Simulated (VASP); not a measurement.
# The low-index faces of Au, part 2 of 2

Which face of Au is cheapest, and which holds its electrons hardest?

VASP 6.6.1; PBE; plane waves and PAW (Au).

So far. Step 6 (Relaxing the slab, 7 atoms, face Au(100)): The run ended after 4 ionic steps, 0.001 eV below its first step, once the forces on the free atoms met EDIFFG = -0.03. Step 7 (Vacuum level and density of states, 7 atoms, face …): The vacuum level lies 5.10 eV above the Fermi level at the upper face; both faces agree, as the slab has next to no dipole.

**8. Relaxing the slab, 9 atoms, face Au(110)**

System of this step: Au(110). The cell holds 9 atoms: 9 Au. Cell: a = 4.156 Å, b = 2.939 Å, c = 26.756 Å, α = 90.0°, β = 90.0°, γ = 90.0°. It derives from Au. 9 layers of fcc Au, cut at this functional's lattice. Vacuum lies along c.

The input, INCAR:

```
SYSTEM = Au
PREC = Normal
ENCUT = 320
EDIFF = 1E-05
NELM = 120
ISMEAR = 1
SIGMA = 0.15
LREAL = .FALSE.
ALGO = Fast
GGA = PE
NBANDS = 61
LASPH = .TRUE.
LORBIT = 11
LWAVE = .FALSE.
LCHARG = .FALSE.
KPAR = 4
IBRION = 2
NSW = 40
ISIF = 2
EDIFFG = -0.03
POTIM = 0.4
MAXMIX = 40
```

The input, POSCAR:

```
Au
1.0
    4.1564567218      0.0000000000      0.0000000000
    0.0000000000      2.9390587337      0.0000000000
    0.0000000000      0.0000000000     26.7562349348
Au
9
Direct
    0.0000000000      0.0000000000      0.2803085000
    0.5000000000      0.5000000000      0.3352313700
    0.0000000000      0.0000000000      0.3901542500
    0.5000000000      0.5000000000      0.4450771200
    0.0000000000      0.0000000000      0.5000000000
    0.5000000000      0.5000000000      0.5549228800
    0.0000000000      0.0000000000      0.6098457500
    0.5000000000      0.5000000000      0.6647686300
    0.0000000000      0.0000000000      0.7196915000
```

The input, KPOINTS:

```
Automatic mesh
0
Gamma
7 10 1
0 0 0
```

PAW data sets: Au (PBE family, release 64).

Run with:

```sh
$ mpirun -np 4 vasp_std
```

Elapsed: 4.8 min, on 4 MPI ranks of Intel Xeon Platinum 8488C (Sapphire Rapids), shared host; peak memory 1.1 GiB.

The run keeps the 8 symmetry operations of its start, so it cannot find a distortion of lower symmetry.

The steps of the relaxation:

```tsv
step	energy less that of the first step (eV)	largest force (eV/Å)
1	0.0000	0.4594
2	-0.0272	0.3713
3	-0.0789	0.1307
4	-0.0445	0.3731
5	-0.0883	0.1526
6	-0.0883	0.1568
7	-0.0932	0.0656
8	-0.0944	0.0210
```

The atoms that moved most (Å):

```tsv
atom	dx	dy	dz	length
Au8	0.000	0.000	0.111	0.111
Au2	0.000	0.000	-0.111	0.111
Au9	0.000	0.000	-0.100	0.100
Au1	0.000	0.000	0.100	0.100
Au7	0.000	0.000	-0.035	0.035
Au3	0.000	0.000	0.035	0.035
Au6	0.000	0.000	0.016	0.016
Au4	0.000	0.000	-0.016	0.016
```

The relaxed structure:

```cif
data_structure
_symmetry_space_group_name_H-M 'P 1'
_symmetry_Int_Tables_number 1
_cell_length_a 4.1565
_cell_length_b 2.9391
_cell_length_c 26.7562
_cell_angle_alpha 90.000
_cell_angle_beta 90.000
_cell_angle_gamma 90.000
_cell_volume 326.86
loop_
_atom_site_label
_atom_site_type_symbol
_atom_site_fract_x
_atom_site_fract_y
_atom_site_fract_z
_atom_site_occupancy
Au1 Au 0.00000 0.00000 0.28404 1
Au2 Au 0.50000 0.50000 0.33109 1
Au3 Au 0.00000 0.00000 0.39146 1
Au4 Au 0.50000 0.50000 0.44448 1
Au5 Au 0.00000 0.00000 0.50000 1
Au6 Au 0.50000 0.50000 0.55552 1
Au7 Au 0.00000 0.00000 0.60854 1
Au8 Au 0.50000 0.50000 0.66891 1
Au9 Au 0.00000 0.00000 0.71596 1
```

The run ended after 8 ionic steps, 0.094 eV below its first step, once the forces on the free atoms met EDIFFG = -0.03.

**9. Vacuum level and density of states, 9 atoms, face Au(110)**

The input, INCAR:

```
SYSTEM = Au
PREC = Normal
ENCUT = 320
EDIFF = 1E-06
NELM = 120
ISMEAR = 1
SIGMA = 0.15
LREAL = .FALSE.
ALGO = Fast
GGA = PE
NBANDS = 61
LASPH = .TRUE.
LORBIT = 11
LWAVE = .FALSE.
LCHARG = .TRUE.
KPAR = 4
IDIPOL = 3
LDIPOL = .TRUE.
DIPOL = 0.5 0.5 0.5
LVHAR = .TRUE.
LVACPOTAV = .TRUE.
NEDOS = 1500
```

The input, POSCAR:

```
Au
1.0
    4.1564567218      0.0000000000      0.0000000000
    0.0000000000      2.9390587337      0.0000000000
    0.0000000000      0.0000000000     26.7562349348
Au
9
Direct
    0.0000000000      0.0000000000      0.2840352155
    0.5000000000      0.5000000000      0.3310866931
    0.0000000000      0.0000000000      0.3914570248
    0.5000000000      0.5000000000      0.4444839410
    0.0000000000      0.0000000000      0.5000000000
    0.5000000000      0.5000000000      0.5555160590
    0.0000000000      0.0000000000      0.6085429752
    0.5000000000      0.5000000000      0.6689133069
    0.0000000000      0.0000000000      0.7159647845
```

KPOINTS is that of step 8.

Run with:

```sh
$ mpirun -np 4 vasp_std
```

Wall time 59 s (4 MPI ranks); peak memory 1.1 GiB.

The planar average of the electrostatic potential oscillates, so the rows of the table below give means over windows of 1.45 Å about each position, cut where the curve ends. Its maxima inside the range that stand out by 2 % of the span (Å: eV): 9.7: -4.65, 11.1: -7.70, 12.6: -6.66, 14.2: -6.66, 15.6: -7.70, 17.1: -4.65. Its minima: 8.8: -10.5, 10.5: -10.3, 11.9: -10.3, 13.4: -10.3, 14.8: -10.3, 16.3: -10.3, 17.9: -10.5.

Zero at the Fermi level. The planar average of the electrostatic potential by height; means over each step:

```tsv
height (Å)	planar average of the electrostatic potential (eV)
0.72	4.97
2.17	4.97
3.62	4.96
5.07	4.90
6.52	1.30
7.97	-9.82
9.42	-7.43
10.87	-8.90
12.32	-8.49
13.77	-8.47
15.22	-8.96
16.67	-7.60
18.12	-9.77
19.57	-4.91
21.02	4.59
22.47	4.96
23.92	4.97
25.37	4.97
```

The map of layer states is cut here 0.5 eV above the Fermi level, so it leaves out the states above that.

The vacuum level lies 4.96 eV above the Fermi level at the upper face; both faces agree, as the slab has next to no dipole.

The program found no field-free point at its default tolerance, but its printed level agrees with the flat part of the planar average.

On this mesh the fine structure of the density of states is sampling noise, and high empty states may be cut by the number of bands.

**10. The faces side by side**

This step: surfaces of a metal, PBE; plane waves and PAW (VASP 6.6.1).

Derived from the runs above.

Symmetric slabs, all atoms free. All faces:

```tsv
face	layers	area a surface atom (Å²)	work function (eV)	surface energy as cut (J/m²)	surface energy relaxed (J/m²)	change of the top spacing (%)
Au(111)	7	7.481	5.226	0.7017	0.6969	1.29
Au(100)	7	8.638	5.098	0.854	0.8531	-0.5
Au(110)	9	12.22	4.965	0.966	0.9041	-14.33
```

Each surface energy is the slab's energy less its number of atoms times the bulk energy of -3.2210 eV, over twice the cell's area.

**11. Results**

```
Au(111) : 0.70 J/m², 5.23 eV
Au(100) : 0.85 J/m², 5.10 eV
Au(110) : 0.90 J/m², 4.96 eV
```

In words: The cheapest face is Au(111) at 0.70 J/m², against 0.85 for Au(100) and 0.90 for Au(110). The work functions are 5.23 eV for Au(111), 5.10 eV for Au(100) and 4.96 eV for Au(110). The densest face has the highest work function, as the smoothing of the electron density over an open face lowers the surface dipole. The densest face is also the cheapest, since it cuts the fewest bonds an area. The top spacing changes by +1.3 % on Au(111), -0.5 % on Au(100) and -14.3 % on Au(110), the most on the most open face. On Au(100) the relaxation gained under 0.002 J/m², so it stands almost as cut. One thickness was run for each face, and bulk and slab meshes don't match, which leaves some hundredths of a J/m². The cells are 1 × 1 and can't reconstruct. Spin-orbit coupling is left out, which matters for a heavy metal.

[Lines on the potential files, build, host, timing and source positions are cut from VASP's logs without a mark.]

[Logs are printed without paths, hosts, clocks, repeated set-up lines and the standing remarks that a program may print on its own settings, such as how far it seeks lower states.]

[Hosts, paths, dates, database ids (printed as entryN), source tags and the programs' standing remarks are cut or masked in the printed files.]

[Runs that stopped without an error message from VASP are left out.]
